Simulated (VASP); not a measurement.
VASP input:

**KPOINTS**
```
Automatic mesh
0
gamma
11 11 3
```

### POSCAR
```
Tc2N
1
    2.8247000000     0.0000000000     0.0000000000
   -1.4123500000     2.4462620000     0.0000000000
    0.0000000000     0.0000000000     9.6807900000
Tc N
4 2
Direct
  0.3333330000   0.6666670000   0.3924500000
  0.6666670000   0.3333330000   0.6075500000
  0.6666670000   0.3333330000   0.8924500000
  0.3333330000   0.6666670000   0.1075500000
  0.3333330000   0.6666670000   0.7500000000
  0.6666670000   0.3333330000   0.2500000000
```

**INCAR**
```
SYSTEM = Tc2N
PREC = Accurate; ENCUT = 400; LREAL = F
LASPH = T
EDIFF = 1E-6; NELM = 100; ALGO = Normal
LMAXMIX = 4
ISMEAR = 0; SIGMA = 0.1
ISIF = 2
LWAVE = F; LCHARG = F
```

POTCAR, in this order: Tc_pv N (LDA.64 set). Program: vasp_std.

Q: Translate this LDA calculation to Quantum ESPRESSO's pw.x.

A: One equivalent input (not run):
```
&CONTROL
  calculation = 'scf'
  pseudo_dir = './pseudo'
  outdir = './out'
  tprnfor = .true.
  tstress = .true.
/
&SYSTEM
  ibrav = 0
  nat = 6
  ntyp = 2
  ecutwfc = 88
  occupations = 'smearing'
  smearing = 'gaussian'
  degauss = 0.00735
  input_dft = 'pz'
/
&ELECTRONS
  conv_thr = 7.3e-08
  electron_maxstep = 100
/
ATOMIC_SPECIES
  Tc 97.907 Tc.upf
  N 14.007 N.upf
CELL_PARAMETERS angstrom
     2.8247000    0.0000000    0.0000000
    -1.4123500    2.4462620    0.0000000
     0.0000000    0.0000000    9.6807900
ATOMIC_POSITIONS crystal
  Tc   0.3333330  0.6666670  0.3924500
  Tc   0.6666670  0.3333330  0.6075500
  Tc   0.6666670  0.3333330  0.8924500
  Tc   0.3333330  0.6666670  0.1075500
  N    0.3333330  0.6666670  0.7500000
  N    0.6666670  0.3333330  0.2500000
K_POINTS automatic
  11 11 3 0 0 0
```
What does not carry over: the potentials are each code's own (VASP's PAW set, PseudoDojo norm-conserving files in pw.x), so ENCUT and ecutwfc are chosen apart and not converted; conv_thr bounds pw.x's estimated SCF error, while EDIFF bounds the energy change between steps.

The structure comes from a computed database's Tc2N entry (P6_3/mmc); how it stands against other phases isn't given here. The cell was not relaxed at this level.
